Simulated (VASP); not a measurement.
# A VASP study of WS2 (Tungstenite) (r2SCAN): structure first, properties next, part 2 of 2

What structure and properties does r2SCAN give WS2 (Tungstenite), and how near are they to the measured ones? Left out of this account: 1 further run (core levels: core levels are not valid at this level). The start is a cell from a database of measured crystal structures.

VASP 6.6.1, plane waves and PAW; the level of theory is named at each step.

So far, gap on the k-mesh (eV): step 3 (full relaxation (r2SCAN)) 1.50; step 7 (total and projected DOS (r2SCAN)) 1.36. The relaxed cell has a = 3.176, c = 12.972 Å (conventional setting).

The database entry behind the starting cell differs from later determinations by our own check (an axis about 1.4 % long against later determinations), so it need not match the best structure at ambient conditions.

## Step 9: Independent-particle dielectric function (r2SCAN)

LOPTICS sums transitions from filled to empty bands. The mesh is finer than in the run before. NBANDS is raised for it.

File INCAR:

```
SYSTEM = WS2
PREC = Accurate
ENCUT = 400
EDIFF = 1E-06
NELM = 100
ISMEAR = 0
SIGMA = 0.05
LREAL = .FALSE.
ALGO = Normal
METAGGA = R2SCAN
LASPH = .TRUE.
NBANDS = 66
LORBIT = 11
LWAVE = .FALSE.
LCHARG = .FALSE.
KPAR = 4
LOPTICS = .TRUE.
NEDOS = 1500
CSHIFT = 0.1
```

File POSCAR:

```
WS2
1.0
    3.1757954170      0.0000000000      0.0000000000
   -1.5878977085      2.7503195083      0.0000000000
    0.0000000000      0.0000000000     12.9718015124
W S
2 4
Direct
    0.3333333333      0.6666666667      0.2500000000
    0.6666666667      0.3333333333      0.7500000000
    0.3333333333      0.6666666667      0.6298629521
    0.6666666667      0.3333333333      0.1298629521
    0.3333333333      0.6666666667      0.8701370479
    0.6666666667      0.3333333333      0.3701370479
```

File KPOINTS:

```
Automatic mesh
0
Gamma
11 11 3
0 0 0
```

The projector-augmented-wave data sets are W and S (PBE family, release 64).

On the command line:

```console
$ mpirun -np 4 vasp_std
```

It took 3.4 min on 4 MPI ranks of AMD EPYC 7R43, shared host; peak memory 1.3 GiB; 14 min of CPU time.

These are independent-particle spectra without excitons or local fields, and fine structure depends on the mesh and on CSHIFT.

This step gave:

* bands: 66
* irreducible k-points: 32
* Fermi energy: 5.622 eV
* pressure: 0.01236 GPa
* conduction bottom at k: 0.1818, 0.1818, 0
* least direct gap at k: 0.3636, 0.2727, 0
* gap on the k-mesh: 1.366 eV
* least direct gap on the k-mesh: 2.159 eV

The imaginary dielectric function has structure finer than the step of the table below, so its rows give means over 0.5 eV, whole bins alone (the curve runs from 0 to 25.0 eV). Peaks (eV: height): xx 2.25: 11.0, 3.11: 21.6, 4.94: 13.5; zz 6.50: 18.4, 9.37: 12.1.

Table of imaginary dielectric function by photon energy; means over each step:

```csv
photon energy (eV),xx,zz
0.5,0.0928,0.0182
1.0,0.229,0.0391
1.5,0.576,0.0680
2.0,4.71,0.119
2.5,7.03,0.347
3.0,18.9,1.53
3.5,16.1,2.62
4.0,10.9,3.30
4.5,11.0,3.93
5.0,12.6,5.75
5.5,11.2,9.11
6.0,8.29,12.1
6.5,8.83,16.0
7.0,7.77,9.76
7.5,6.22,5.90
8.0,4.95,5.42
8.5,3.87,6.35
9.0,3.27,7.60
9.5,3.43,11.2
10.0,3.73,8.54
10.5,4.17,6.71
11.0,3.63,5.98
11.5,3.80,4.68
12.0,4.26,3.52
12.5,3.60,2.96
13.0,3.07,2.29
13.5,2.71,2.08
14.0,2.39,1.63
14.5,2.42,2.05
15.0,2.09,2.71
15.5,1.69,2.06
16.0,1.55,1.53
16.5,1.29,1.11
17.0,1.22,0.814
17.5,0.927,0.533
18.0,0.803,0.613
18.5,0.750,0.613
19.0,0.651,0.464
19.5,0.560,0.406
20.0,0.438,0.440
20.5,0.375,0.394
21.0,0.299,0.283
21.5,0.248,0.258
22.0,0.263,0.222
22.5,0.213,0.193
23.0,0.204,0.209
23.5,0.170,0.198
24.0,0.171,0.162
24.5,0.207,0.139
```

The real dielectric function by photon energy:

```csv
photon energy (eV),xx,zz
0.0,12.7,7.55
0.5,12.9,7.60
1.0,13.7,7.74
1.5,15.4,8.00
2.0,20.6,8.44
2.5,17.6,9.28
3.0,16.3,9.99
3.5,6.73,9.83
4.0,4.25,10.5
4.5,5.02,11.2
5.0,2.43,12.0
5.5,0.646,11.3
6.0,-0.132,8.29
6.5,-0.837,3.44
7.0,-1.59,-2.44
7.5,-2.18,-0.580
8.0,-2.09,1.60
8.5,-1.57,3.11
9.0,-0.774,4.67
9.5,0.263,0.188
10.0,0.305,-3.03
10.5,-0.362,-2.57
11.0,-0.145,-2.81
11.5,-0.149,-4.20
12.0,-0.678,-2.80
12.5,-1.77,-2.99
13.0,-1.44,-2.55
13.5,-1.38,-2.04
14.0,-1.51,-1.45
14.5,-1.19,-0.798
15.0,-1.38,-1.10
15.5,-1.43,-2.02
16.0,-1.30,-1.93
16.5,-1.20,-1.84
17.0,-1.21,-1.57
17.5,-1.13,-1.17
18.0,-0.972,-0.910
18.5,-0.824,-0.888
19.0,-0.742,-0.792
19.5,-0.712,-0.561
20.0,-0.633,-0.501
20.5,-0.498,-0.532
21.0,-0.428,-0.432
21.5,-0.289,-0.312
22.0,-0.223,-0.255
22.5,-0.161,-0.165
23.0,-0.0965,-0.0753
23.5,-0.0322,-0.0542
24.0,0.0481,-0.0178
24.5,0.0797,0.0494
```

This mesh misses the point of the least direct gap (1.89 eV in the band run), so the true onset lies lower. The mean of ε2 over directions passes 5 % of its top at 1.80 eV, against a least direct gap of 2.16 eV on this mesh; what lies under the gap is the tail of the broadening by CSHIFT. The indirect gap (1.36 eV in the band run) doesn't show, since phonons are left out.

## Step 10: Independent-particle dielectric function (r2SCAN), try 2

LOPTICS sums transitions from filled to empty bands. The mesh is finer than in the run before.

INCAR is that of step 9.

POSCAR is that of step 9.

File KPOINTS:

```
Automatic mesh
0
Gamma
12 12 3
0 0 0
```

On the command line:

```console
$ mpirun -np 4 vasp_std
```

Elapsed: 4 min, on 4 MPI ranks; peak memory 1.4 GiB; 16 min of CPU time.

This step gave:

- irreducible k-points: 38
- Fermi energy: 5.604 eV
- pressure: 0.01223 GPa
- conduction bottom at k: 0.1667, 0.1667, 0
- least direct gap at k: 0.3333, 0.3333, 0
- gap on the k-mesh: 1.359 eV
- least direct gap on the k-mesh: 1.892 eV

The imaginary dielectric function has structure finer than the step of the table below, so its rows give means over 1 eV, whole bins alone (the curve runs from 0 to 25.0 eV). Peaks (eV: height): xx 1.9: 5.10, 3.2: 20.1, 4.9: 14.2; zz 6.4: 17.9, 9.3: 11.7.

The imaginary dielectric function by photon energy; means over each step:

```csv
photon energy (eV),xx,zz
1,0.270,0.0401
2,3.53,0.133
3,16.1,1.48
4,12.1,3.21
5,12.1,6.09
6,9.13,12.8
7,7.46,10.2
8,5.04,5.53
9,3.51,8.45
10,3.72,8.57
11,3.77,5.96
12,4.07,3.62
13,3.06,2.37
14,2.49,1.77
15,2.07,2.44
16,1.50,1.58
17,1.17,0.778
18,0.828,0.609
19,0.635,0.461
20,0.466,0.445
21,0.296,0.297
22,0.246,0.214
23,0.194,0.212
24,0.183,0.164
```

The real dielectric function by photon energy:

```csv
photon energy (eV),xx,zz
0,12.7,7.55
1,13.7,7.74
2,16.0,8.44
3,16.5,9.98
4,3.65,9.79
5,1.70,12.2
6,0.338,9.83
7,-1.63,-1.42
8,-2.74,1.60
9,-0.391,4.25
10,0.841,-3.03
11,-0.465,-3.08
12,-0.998,-2.97
13,-1.20,-2.38
14,-1.12,-1.42
15,-1.21,-1.38
16,-1.31,-2.02
17,-1.21,-1.52
18,-0.977,-0.908
19,-0.739,-0.770
20,-0.580,-0.559
21,-0.399,-0.404
22,-0.213,-0.223
23,-0.0889,-0.118
24,0.0411,-0.00816
```

The mean of ε2 over directions passes 5 % of its top at 1.66 eV, against a least direct gap of 1.89 eV on this mesh; what lies under the gap is the tail of the broadening by CSHIFT. The indirect gap (1.36 eV in the band run) doesn't show, since phonons are left out.

## Step 11: Band structure (r2SCAN + SOC)

This step: r2SCAN, spin-orbit coupling; plane waves and PAW (W, S) (VASP 6.6.1).

Levels along the symmetry lines show where the bands peak and cross; KPOINTS_OPT computes them in the converged potential. Spin-orbit coupling needs spinors and the noncollinear program, where each band holds one electron.

Edit INCAR of step 10 so:

```diff
@@ -11,3 +11,8 @@
 LASPH = .TRUE.
-NBANDS = 66
+LNONCOLLINEAR = .TRUE.
+MAGMOM = 0 0 0 0 0 0 0 0 0 0 0 0 0 0 0 0 0 0
+NBANDS = 48
+GGA_COMPAT = .FALSE.
+LSORBIT = .TRUE.
+LMAXMIX = 4
 LORBIT = 11
@@ -16,4 +21 @@
 KPAR = 4
-LOPTICS = .TRUE.
-NEDOS = 1500
-CSHIFT = 0.1
```

POSCAR is that of step 10.

File KPOINTS:

```
Automatic mesh
0
Gamma
7 7 2
0 0 0
```

File KPOINTS_OPT:

```
Line mode
16
Line-mode
Reciprocal
  0.00000000   0.00000000   0.00000000 GAMMA
  0.50000000   0.00000000   0.00000000 M

  0.50000000   0.00000000   0.00000000 M
  0.33333333   0.33333333   0.00000000 K

  0.33333333   0.33333333   0.00000000 K
  0.00000000   0.00000000   0.00000000 GAMMA

  0.00000000   0.00000000   0.00000000 GAMMA
  0.00000000   0.00000000   0.50000000 A

  0.00000000   0.00000000   0.50000000 A
  0.50000000   0.00000000   0.50000000 L

  0.50000000   0.00000000   0.50000000 L
  0.33333333   0.33333333   0.50000000 H

  0.33333333   0.33333333   0.50000000 H
  0.00000000   0.00000000   0.50000000 A

  0.50000000   0.00000000   0.50000000 L
  0.50000000   0.00000000   0.00000000 M

  0.33333333   0.33333333   0.00000000 K
  0.33333333   0.33333333   0.50000000 H
```

On the command line:

```console
$ mpirun -np 4 vasp_ncl
```

It took 26 min on 4 MPI ranks; peak memory 2 GiB; 1.8 h of CPU time.

This step gave:

| Property | Result |
| --- | --- |
| SCF cycles | 16 |
| bands | 48 |
| irreducible k-points | 16 |
| free energy (TOTEN) | -140.6630 eV |
| Fermi energy | 5.648 eV |
| pressure | -0.01409 GPa |
| least gap on mesh and path | 1.299 eV |
| least direct gap on mesh and path | 1.675 eV |
| conduction bottom at k | 0.1778, 0.1778, 0 |

On-site spin-orbit energy by atom:

```csv
atom,on-site spin-orbit energy (eV)
W1,-0.307
W2,-0.307
S3,-0.003
S4,-0.003
S5,-0.003
S6,-0.003
```

The electronic bands at the labelled points (eV, zero at the valence-band top; v1 is the highest filled band, c1 the lowest empty one):

```csv
point,v4,v3,v2,v1,c1,c2,c3,c4
Γ,-0.93,-0.93,0.00,0.00,2.46,2.46,2.47,2.47
0.47 of the way,-1.36,-1.36,-1.26,-1.26,1.61,1.61,2.11,2.11
M,-1.53,-1.53,-1.45,-1.45,2.33,2.33,2.35,2.35
0.47 of the way,-1.24,-1.24,-0.88,-0.88,2.01,2.01,2.24,2.24
K,-0.79,-0.79,-0.34,-0.34,1.34,1.34,1.37,1.37
0.47 of the way,-1.59,-1.59,-1.35,-1.35,1.30,1.30,2.00,2.00
Γ,-0.93,-0.93,0.00,0.00,2.45,2.46,2.47,2.47
0.47 of the way,-0.69,-0.69,-0.07,-0.07,2.46,2.46,2.47,2.47
A,-0.31,-0.31,-0.31,-0.31,2.46,2.46,2.46,2.46
0.53 of the way,-1.50,-1.50,-1.50,-1.50,1.92,1.92,1.92,1.92
L,-1.49,-1.49,-1.49,-1.49,2.34,2.34,2.34,2.34
0.47 of the way,-1.22,-1.22,-0.89,-0.89,2.02,2.02,2.23,2.23
H,-0.79,-0.79,-0.35,-0.35,1.34,1.34,1.37,1.37
0.47 of the way,-1.59,-1.59,-1.35,-1.35,1.49,1.49,1.78,1.78
A,-0.31,-0.31,-0.31,-0.31,2.46,2.46,2.46,2.46
jump to L,-1.49,-1.49,-1.49,-1.49,2.34,2.34,2.34,2.34
0.47 of the way,-1.51,-1.51,-1.46,-1.46,2.33,2.33,2.35,2.35
M,-1.53,-1.53,-1.45,-1.45,2.33,2.33,2.35,2.35
jump to K,-0.79,-0.79,-0.34,-0.34,1.34,1.34,1.37,1.37
0.47 of the way,-0.79,-0.79,-0.34,-0.34,1.34,1.34,1.37,1.37
H,-0.79,-0.79,-0.35,-0.35,1.34,1.34,1.37,1.37
```

Of the projections kept (W, S), the largest for each band there; the rest of the weight can lie on other orbitals:

```csv
point,v4,v3,v2,v1,c1,c2,c3,c4
Γ,W 0.84,W 0.84,W 0.75,W 0.75,W 0.55,W 0.55,S 0.55,S 0.52
M,W 0.65,W 0.65,W 0.73,W 0.73,W 0.96,W 0.96,W 0.96,W 0.96
K,W 0.83,W 0.83,W 0.82,W 0.82,W 0.95,W 0.95,W 0.95,W 0.95
Γ,W 0.84,W 0.84,W 0.75,W 0.75,W 0.55,W 0.55,S 0.55,S 0.54
A,W 0.73,W 0.73,W 0.73,W 0.73,W 0.55,W 0.55,W 0.55,W 0.55
L,W 0.69,W 0.69,W 0.69,W 0.69,W 0.96,W 0.96,W 0.96,W 0.96
```

The gap moves by -0.06 eV against r2SCAN, which ran on another mesh.

The path shows an indirect gap of 1.30 eV (valence top at Γ, conduction bottom between K and Γ). The least direct gap is 1.67 eV.

## Step 12: Outcome

| Item | Value |
| --- | --- |
| relaxed volume | 18.88 Å³/atom |
| relaxed conventional cell a, b, c | 3.176, 3.176, 12.972 Å; angles 90.0, 90.0, 120.0° |
| space group after relaxing, within 0.02 Å | P6_3/mmc (No. 194) |
| band gap | 1.36 eV, indirect (least direct gap of that run 1.89 eV) |
| gap among the points of the DOS mesh alone, an upper bound | 1.36 eV |
| highest zone-centre mode | 441 cm⁻¹ |
| strongest peak of ε2, mean over directions | 3.11 eV |
| ε1 at zero frequency, no local fields, mean | 11.0 |
| band gap (r2SCAN + SOC) | 1.30 eV, indirect (least direct gap of that run 1.67 eV) |

What this shows: With r2SCAN, WS2 (Tungstenite) relaxes to 18.88 Å³/atom in space group P6_3/mmc (held by the symmetry of the run) and has an indirect gap of 1.36 eV. Against the listed cell the volume lies +3.5 % (a -0.1 %, c +3.8 %). Bands along the symmetry lines (r2SCAN): On this path the gap is indirect, 1.36 eV, with the valence top at Γ and the conduction bottom between K and Γ. The least direct gap is 1.89 eV. Vibrations at Γ (r2SCAN): The highest mode in this list at Γ, 440.6 cm⁻¹, is mostly motion of S (75 % of the kinetic energy). Band structure (r2SCAN + SOC): The path shows an indirect gap of 1.30 eV (valence top at Γ, conduction bottom between K and Γ). The least direct gap is 1.67 eV. Semilocal functionals usually underestimate gaps. Modes at Γ alone can't show that the crystal is stable at other wave vectors, and the LO-TO splitting is not included. The bonds form layers, and without a dispersion term the spacing between them, and what depends on it, is unreliable. No search among competing phases was made, and a listed structure need not be the one stable at ambient conditions. All values are for a static lattice at zero temperature.

Computed beside measured:

| quantity | measured | r2SCAN |
| --- | --- | --- |
| lattice constant a (Å) | 3.1532 | 3.176 (+0.7 %) |
| lattice constant c (Å) | 12.323 | 12.972 (+5.3 %) |
| Raman mode, A1g (out-of-plane) (cm⁻¹) | 421 | 426 (+1.3 %) |

Measured values from arxiv:1208.1325 (2012).

How well it matches: The lattice constant a is off by +0.7 %: fair agreement. The lattice constant c is off by +5.3 %: a clear miss. The Raman mode is off by +1.3 %: good agreement. The grades are ours: good and fair within 0.7 and 1.5 % for the lattice constant a, 0.8 and 2 % for the lattice constant c and 3 and 7 % for the Raman mode. 1 further measured lines are left out: they lack a usable label, or no computed mode of their label or degeneracy could be paired (by label, or within 15 % without labels). Zero-point motion and thermal expansion (measured at up to 300 K) are not in the computed lattice constants and Raman mode. As a rule both would widen the computed cell, so the excess over experiment is if anything larger than shown.

[Lines on the potential files, build, host, timing and source positions are cut from VASP's logs without a mark.]

[Logs are printed without paths, hosts, clocks, repeated set-up lines and the standing remarks that a program may print on its own settings, such as how far it seeks lower states.]

[Hosts, paths, dates, database ids (printed as entryN), source tags and the programs' standing remarks are cut or masked in the printed files.]

[A measured line is paired with the nearest computed mode of its activity, which favours agreement.]
